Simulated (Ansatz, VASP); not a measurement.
# ScSbTe3 in VASP and in Ansatz

```
CELL_PARAMETERS angstrom
5.58698 0.00000 0.00000
0.00000 5.58698 0.00000
0.00000 0.00000 5.58698
ATOMIC_POSITIONS crystal
Sc 0.50000 0.50000 0.50000
Sb 0.00000 0.00000 0.00000
Te 0.00000 0.50000 0.50000
Te 0.50000 0.00000 0.50000
Te 0.50000 0.50000 0.00000
```

Alike in both runs: task single point; functional PBE; k mesh 4 × 4 × 4; occupations gaussian, width 0.1 eV; no spin polarisation.

|  | VASP | Ansatz |
| --- | --- | --- |
| version | VASP 6.6.1 | Ansatz 0.2.0 |
| potentials or method | VASP PAW PBE potentials, release 64 (Sc_sv, Sb, Te) | scalar-relativistic, plane waves, PAW |
| plane-wave cutoff (eV) | 520 | 420 |
| valence electrons in the cell | 34 | 74 |

|  | VASP | Ansatz | Ansatz less VASP |
| --- | --- | --- | --- |
| gap on the k mesh at the Fermi level (eV) | none | none | - |
| pressure (GPa) | -1.4 | -1.4 | -0.02 |

A gap of «none» marks a metal or a gap that the smearing closes. The functional is the same, so the differences come from potentials, cutoffs and numerics. The two sets of potentials don't hold the same shells in valence.

The runs have no spin-orbit coupling, so splittings on Sb, Te are missing.
